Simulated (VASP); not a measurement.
OSZICAR of a VASP run on Sc (relaxed from the beta-Sn structure, space group I4_1/amd):

File OSZICAR:
```
       N       E                     dE             d eps       ncg     rms          rms(c)
DAV:   1     0.276769988442E+03    0.27677E+03   -0.93623E+03  8712   0.128E+03
DAV:   2     0.885431465679E+00   -0.27588E+03   -0.27235E+03 11428   0.634E+02
DAV:   3    -0.137288296809E+02   -0.14614E+02   -0.14353E+02 13506   0.148E+02
DAV:   4    -0.140540880841E+02   -0.32526E+00   -0.32404E+00 13268   0.214E+01
DAV:   5    -0.140587150912E+02   -0.46270E-02   -0.46262E-02 14544   0.265E+00    0.850E+00
DAV:   6    -0.125835885997E+02    0.14751E+01   -0.35557E+00 11202   0.235E+01    0.239E+00
DAV:   7    -0.124005201466E+02    0.18307E+00   -0.85957E-01 12203   0.998E+00    0.876E-01
DAV:   8    -0.123885600157E+02    0.11960E-01   -0.51948E-02 11983   0.335E+00    0.317E-01
DAV:   9    -0.123855530732E+02    0.30069E-02   -0.14083E-02 13236   0.118E+00    0.438E-02
DAV:  10    -0.123855530186E+02    0.54595E-07   -0.17962E-04 13011   0.191E-01    0.166E-02
DAV:  11    -0.123855526854E+02    0.33313E-06   -0.27858E-05 13778   0.527E-02    0.465E-03
DAV:  12    -0.123855528529E+02   -0.16742E-06   -0.15859E-06 10395   0.126E-02    0.155E-03
DAV:  13    -0.123855526383E+02    0.21459E-06   -0.40346E-07  9381   0.767E-03    0.778E-04
DAV:  14    -0.123855524636E+02    0.17462E-06   -0.35501E-08  7477   0.340E-03    0.846E-05
DAV:  15    -0.123855524531E+02    0.10554E-07   -0.63970E-09  7183   0.150E-03
   1 F= -.12385552E+02 E0= -.12385552E+02  d E =0.000000E+00
```

Q: Which electronic solver shows in the log?

A: It is blocked Davidson (ALGO = Normal, or the opening steps of other solvers). The INCAR had ALGO = Normal.

Q: Can the final energy be trusted as converged?

A: The calculation finished and met its thresholds. It stopped with EDIFF = 1E-7, NELM = 100 (PBEsol GGA, plane waves, VASP's PBE PAW potentials (set 64)).

The structure was generated: Sc was put into the beta-Sn type (I4_1/amd), which need not be its known phase. It was relaxed first, which changed the volume by -11 %.
